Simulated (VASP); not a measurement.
These are PBEsol GGA with spin-orbit coupling, VASP's PBE PAW potentials (set 64) (plane waves; VASP) values and carry that method's errors.

A VASP calculation is set up with these files.

### KPOINTS
```
Automatic mesh
0
Gamma
16 16 16
0 0 0
```

**INCAR**
```
# general
SYSTEM    =Ni
PREC      =Accurate
ENCUT     =400   # plane-wave cut-off (eV)
LREAL     =.FALSE.   # projection in real space or not
LASPH     =.TRUE.   # aspherical one-centre terms
ISYM      =0

# electronic loop
EDIFF     =1E-6
NELM      =100
ALGO      =Normal
LMAXMIX   =4

# smearing
ISMEAR    =0   # Gaussian
SIGMA     =0.05   # width (eV)

# functional
GGA       =PS   # PBEsol
GGA_COMPAT=.FALSE.

# spin
MAGMOM    =0 0 0.6
LSORBIT   =.TRUE.

# output
LWAVE     =.FALSE.
LCHARG    =.FALSE.
LORBIT    =11   # lm-projected
```

**KPOINTS_OPT**
```
k-points along high-symmetry lines
8
Line-mode
Reciprocal
  0.000000   0.000000   0.000000 ! GAMMA
  0.500000   0.000000   0.500000 ! X

  0.500000   0.000000   0.500000 ! X
  0.625000   0.250000   0.625000 ! U

  0.375000   0.375000   0.750000 ! K
  0.000000   0.000000   0.000000 ! GAMMA

  0.000000   0.000000   0.000000 ! GAMMA
  0.500000   0.500000   0.500000 ! L

  0.500000   0.500000   0.500000 ! L
  0.500000   0.250000   0.750000 ! W

  0.500000   0.250000   0.750000 ! W
  0.500000   0.000000   0.500000 ! X
```

File POSCAR:
```
Ni
1.0
  0.0000000000   1.7288140657   1.7288140657
  1.7288140657   0.0000000000   1.7288140657
  1.7288140657   1.7288140657   0.0000000000
Ni
1
direct
  0.0000000000   0.0000000000   0.0000000000
```

POTCAR, in this order: Ni (PBE.64 set). Program: vasp_ncl.

The run wrote:

File OSZICAR:
```
       N       E                     dE             d eps       ncg     rms          rms(c)
DAV:   1     0.377824293980E+02    0.37782E+02   -0.38694E+03161920   0.131E+03
DAV:   2    -0.578093254133E+01   -0.43563E+02   -0.40552E+02148532   0.225E+02
DAV:   3    -0.733541247887E+01   -0.15545E+01   -0.15182E+01161968   0.539E+01
DAV:   4    -0.735464400415E+01   -0.19232E-01   -0.19222E-01172494   0.521E+00
DAV:   5    -0.735513965688E+01   -0.49565E-03   -0.49562E-03160482   0.776E-01    0.111E+01
DAV:   6    -0.648241676839E+01    0.87272E+00   -0.53106E+00157208   0.708E+01    0.580E+00
DAV:   7    -0.616954118069E+01    0.31288E+00   -0.10401E+00162448   0.280E+01    0.203E+00
DAV:   8    -0.615151127957E+01    0.18030E-01   -0.80775E-03218400   0.192E+00    0.101E+00
DAV:   9    -0.614884068229E+01    0.26706E-02   -0.16409E-03186772   0.584E-01    0.288E-01
DAV:  10    -0.614812312480E+01    0.71756E-03   -0.12331E-03152134   0.442E-01    0.663E-02
DAV:  11    -0.614813157264E+01   -0.84478E-05   -0.11595E-03151370   0.393E-01    0.410E-02
DAV:  12    -0.614810121786E+01    0.30355E-04   -0.97963E-04150714   0.349E-01    0.258E-02
DAV:  13    -0.614813291360E+01   -0.31696E-04   -0.84584E-04149394   0.333E-01    0.317E-02
DAV:  14    -0.614812968090E+01    0.32327E-05   -0.53359E-04151690   0.258E-01    0.247E-02
DAV:  15    -0.614809706430E+01    0.32617E-04   -0.24622E-04150014   0.180E-01    0.168E-02
DAV:  16    -0.614807448601E+01    0.22578E-04   -0.31632E-04151360   0.202E-01    0.910E-03
DAV:  17    -0.614807118987E+01    0.32961E-05   -0.85581E-05152446   0.112E-01    0.623E-03
DAV:  18    -0.614807402695E+01   -0.28371E-05   -0.12528E-04150682   0.129E-01    0.752E-03
DAV:  19    -0.614807230098E+01    0.17260E-05   -0.93959E-05149984   0.111E-01    0.776E-03
DAV:  20    -0.614806719215E+01    0.51088E-05   -0.40524E-05149424   0.774E-02    0.330E-03
DAV:  21    -0.614806711583E+01    0.76313E-07   -0.23612E-05150218   0.593E-02    0.386E-03
DAV:  22    -0.614806624644E+01    0.86940E-06   -0.89336E-06150494   0.357E-02
   1 F= -.61480662E+01 E0= -.61470123E+01  d E =-.210792E-02  mag=     0.0000    -0.0000     0.5826
       N       E                     dE             ncg
```

File OUTCAR:
```
------------------------ aborting loop because EDIFF is reached ----------------------------------------
  FORCE on cell =-STRESS in cart. coord.  units (eV):
  Direction    XX          YY          ZZ          XY          YZ          ZX
  --------------------------------------------------------------------------------------
  Total        0.0076873      0.0076977      0.0067468      0.0000250      0.0000286      0.0000288
  in kB        1.1918192      1.1934223      1.0460003      0.0038738      0.0044294      0.0044676
  external PRESSURE =       1.1437473 kB  Pullay stress =       0.0000000 kB
  volume of cell :       10.33
      direct lattice vectors                 reciprocal lattice vectors
     0.000000000  1.728814066  1.728814066    -0.289215602  0.289215602  0.289215602
     1.728814066  0.000000000  1.728814066     0.289215602 -0.289215602  0.289215602
     1.728814066  1.728814066  0.000000000     0.289215602  0.289215602 -0.289215602
 POSITION                                       TOTAL-FORCE (eV/Angst)
 -----------------------------------------------------------------------------------
      0.00000      0.00000      0.00000         0.000004     -0.000004     -0.000002
 -----------------------------------------------------------------------------------
    total drift:                                0.000004     -0.000004     -0.000002
  FREE ENERGIE OF THE ION-ELECTRON SYSTEM (eV)
  ---------------------------------------------------
  free  energy   TOTEN  =        -6.1480662464 eV

  energy  without entropy=       -6.1459583251  energy(sigma->0) =       -6.14701229

 total charge

# of ion       s       p       d       tot
------------------------------------------
    1        0.523   0.551   8.334   9.408

 magnetization (x)

# of ion       s       p       d       tot
------------------------------------------
    1        0.000   0.000   0.000   0.000

 magnetization (y)

# of ion       s       p       d       tot
------------------------------------------
    1       -0.000  -0.000  -0.000  -0.000

 magnetization (z)

# of ion       s       p       d       tot
------------------------------------------
    1       -0.007  -0.024   0.619   0.588

 Ion:    1  E_soc:     -0.0185098
```
(Selected blocks of OUTCAR.)

### OUTCAR
```
 val. band max:        9.9452221491   @ k =  -0.0625  -0.2500   0.3750

 cond. band min:       9.9471195460   @ k =  -0.3750  -0.3125   0.0000


 Fermi energy:         9.9470789582

 k-point     1 :       0.0000    0.0000    0.0000
  band No.  band energies     occupation
      1       0.4913      1.00000
      2       0.5171      1.00000
      3       7.3483      1.00000
      4       7.3868      1.00000
      5       7.4356      1.00000
      6       8.0120      1.00000
      7       8.0758      1.00000
      8       8.1199      1.00000
      9       8.6720      1.00000
     10       8.6796      1.00000
     11       9.2319      1.00000
     12       9.2344      1.00000
     13      33.9589      0.00000
     14      34.0741      0.00000
     15      38.1648      0.00000
     16      38.1697      0.00000
     17      38.3761      0.00000
     18      38.3887      0.00000

 k-point     2 :       0.0625    0.0000    0.0000
  band No.  band energies     occupation
      1       0.6503      1.00000
      2       0.6760      1.00000
      3       7.3343      1.00000
      4       7.4055      1.00000
      5       7.4605      1.00000
      6       7.9999      1.00000
      7       8.0884      1.00000
      8       8.1462      1.00000
      9       8.6555      1.00000
     10       8.6651      1.00000
     11       9.2133      1.00000
     12       9.2193      1.00000
     13      33.5393      0.00000
     14      33.6113      0.00000
     15      36.4451      0.00000
     16      36.4562      0.00000
     17      37.9178      0.00000
     18      37.9230      0.00000

 k-point     3 :      -0.0625    0.0000    0.0000
  band No.  band energies     occupation
      1       0.6503      1.00000
      2       0.6760      1.00000
      3       7.3343      1.00000
      4       7.4055      1.00000
      5       7.4605      1.00000
      6       7.9999      1.00000
      7       8.0884      1.00000
      8       8.1462      1.00000
      9       8.6555      1.00000
...
```

The compound is Ni in the fcc structure. It was relaxed first, which changed the volume by -5 %.
